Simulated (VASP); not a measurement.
Calculation: PBE GGA with D3 dispersion (Becke-Johnson damping), VASP's PBE PAW potentials (set 64) (plane waves; VASP).

The input files of a VASP run:

File POSCAR:
```
CuZn
1
    2.9136230473     0.0000000000     0.0000000000
    0.0000000000     2.9136230473     0.0000000000
    0.0000000000     0.0000000000     2.9136230473
Zn Cu
1 1
Direct
  0.5000000000   0.5000000000   0.5000000000
  0.0000000000   0.0000000000   0.0000000000
```

**KPOINTS**
```
k-points along high-symmetry lines
15
Line-mode
Reciprocal
  0.000000   0.000000   0.000000 ! GAMMA
  0.000000   0.500000   0.000000 ! X

  0.000000   0.500000   0.000000 ! X
  0.500000   0.500000   0.000000 ! M

  0.500000   0.500000   0.000000 ! M
  0.000000   0.000000   0.000000 ! GAMMA

  0.000000   0.000000   0.000000 ! GAMMA
  0.500000   0.500000   0.500000 ! R

  0.500000   0.500000   0.500000 ! R
  0.000000   0.500000   0.000000 ! X

  0.500000   0.500000   0.500000 ! R
  0.500000   0.500000   0.000000 ! M
```

### INCAR
```
ALGO=Normal
EDIFF=1E-7
ENCUT=520
GGA=PE
ICHARG=11
ISMEAR=0
IVDW=12
LASPH=.TRUE.
LCHARG=.FALSE.
LMAXMIX=4
LORBIT=11
LREAL=.FALSE.
LWAVE=.FALSE.
NELM=100
PREC=Accurate
SIGMA=0.05
SYSTEM=CuZn
```

POTCAR, in this order: Zn Cu (PBE.64 set). Program: vasp_std. Read from the step before: CHGCAR.

Output

### OUTCAR
```
 ion  position               nearest neighbor table
   1  0.500  0.500  0.500-   2 2.52   2 2.52   2 2.52   2 2.52   2 2.52   2 2.52   2 2.52   2 2.52
  LATTYP: Found a simple cubic cell.
 ALAT       =     2.9136230473
 Subroutine PRICEL returns:
 Original cell was already a primitive cell.
 Subroutine GETGRP returns: Found 48 space group operations
The static configuration has the point symmetry O_h .
The dynamic configuration has the point symmetry O_h .
 Subroutine INISYM returns: Found 48 space group operations
   k-points           NKPTS =     90   k-points in BZ     NKDIM =     90   number of bands    NBANDS=     15
   number of dos      NEDOS =    301   number of ions     NIONS =      2
   total plane-waves  NPLWV =  13824
   dimension x,y,z NGX =    24 NGY =   24 NGZ =   24
   dimension x,y,z NGXF=    48 NGYF=   48 NGZF=   48
   ions per type =               1   1
   PREC   = accura    normal or accurate (medium, high low for compatibility)
   ISTART =      0    job   : 0-new  1-cont  2-samecut
   ICHARG =     11    charge: 1-file 2-atom 10-const
   ISPIN  =      1    spin polarized calculation?
   LNONCOLLINEAR =      F non collinear calculations
   LSORBIT =      F    spin-orbit coupling
   INIWAV =      1    electr: 0-lowe 1-rand  2-diag
   ENCUT  =  520.0 eV  38.22 Ry    6.18 a.u.   5.42  5.42  5.42*2*pi/ulx,y,z
   NELM   =    100;   NELMIN=  2; NELMDL= -5     # of ELM steps
   EDIFF  = 0.1E-06   stopping-criterion for ELM
   LREAL  =      F    real-space projection
   NLSPLINE    = F    spline interpolate recip. space projectors
   LMAXMIX     =    4 max onsite mixed and CHGCAR
   VOSKOWN=      0    Vosko Wilk Nusair interpolation
   EDIFFG = 0.1E-05   stopping-criterion for IOM
   NSW    =      0    number of steps for IOM
   NBLOCK =      1;   KBLOCK =      1    inner block; outer block
   IBRION =     -1    ionic relax: 0-MD 1-quasi-New 2-CG
   NFREE  =      0    steps in history (QN), initial steepest desc. (CG)
   ISIF   =      2    stress and relaxation
   ISYM   =      2    0-nonsym 1-usesym 2-fastsym
   TEIN   =    0.0    initial temperature
   TEBEG  =    0.0;   TEEND  =   0.0 temperature during run
   SMASS  =  -3.00    Nose mass-parameter (am)
...
```

File OSZICAR:
```
       N       E                     dE             d eps       ncg     rms          rms(c)
DAV:   1     0.111056392588E+03    0.11106E+03   -0.11847E+04  2804   0.261E+03
DAV:   2    -0.833177984426E+00   -0.11189E+03   -0.10857E+03  2700   0.329E+02
DAV:   3    -0.406475905860E+01   -0.32316E+01   -0.32260E+01  3337   0.732E+01
DAV:   4    -0.408618577446E+01   -0.21427E-01   -0.21423E-01  3373   0.534E+00
DAV:   5    -0.408648072524E+01   -0.29495E-03   -0.29495E-03  3471   0.622E-01
DAV:   6    -0.408648991346E+01   -0.91882E-05   -0.91883E-05  3438   0.901E-02
DAV:   7    -0.408649033773E+01   -0.42427E-06   -0.42455E-06  3407   0.200E-02
DAV:   8    -0.408649035681E+01   -0.19083E-07   -0.17914E-07  2954   0.361E-03
   1 F= -.51352157E+01 E0= -.51344325E+01  d E =-.156629E-02
```

File OUTCAR:
```
 val. band max:        7.7210167843   @ k =   0.0000   0.2143   0.0000

 cond. band min:       7.7523676790   @ k =   0.5000   0.5000   0.0000



 k-point     1 :       0.0000    0.0000    0.0000
  band No.  band energies     occupation
      1      -4.7369      2.00000
      2      -2.1083      2.00000
      3      -2.1083      2.00000
      4      -1.3581      2.00000
      5      -1.3581      2.00000
      6      -1.3581      2.00000
      7       2.1786      2.00000
      8       2.1786      2.00000
      9       3.0601      2.00000
     10       3.0601      2.00000
     11       3.0601      2.00000
     12      12.2025      0.00000
     13      12.2025      0.00000
     14      12.2025      0.00000
     15      17.3160      0.00000

 k-point     2 :       0.0000    0.0357    0.0000
  band No.  band energies     occupation
      1      -4.7132      2.00000
      2      -2.1053      2.00000
      3      -2.1030      2.00000
      4      -1.3603      2.00000
      5      -1.3603      2.00000
      6      -1.3570      2.00000
      7       2.1770      2.00000
      8       2.1810      2.00000
      9       3.0516      2.00000
     10       3.0516      2.00000
     11       3.0591      2.00000
     12      11.9482      0.00000
     13      12.2390      0.00000
     14      12.2390      0.00000
     15      17.3282      0.00000

 k-point     3 :       0.0000    0.0714    0.0000
  band No.  band energies     occupation
      1      -4.6423      2.00000
      2      -2.0964      2.00000
      3      -2.0871      2.00000
      4      -1.3667      2.00000
      5      -1.3667      2.00000
      6      -1.3536      2.00000
      7       2.1722      2.00000
      8       2.1877      2.00000
      9       3.0270      2.00000
     10       3.0270      2.00000
     11       3.0561      2.00000
     12      11.3064      0.00000
     13      12.3480      0.00000
     14      12.3480      0.00000
     15      17.3651      0.00000

...
```

The density is held fixed in this step, so its total energy and stress have no physical meaning.

The compound is CuZn in the CsCl type structure. It was relaxed first. The electron count is odd and the run is not spin-polarised, which forces a metal.
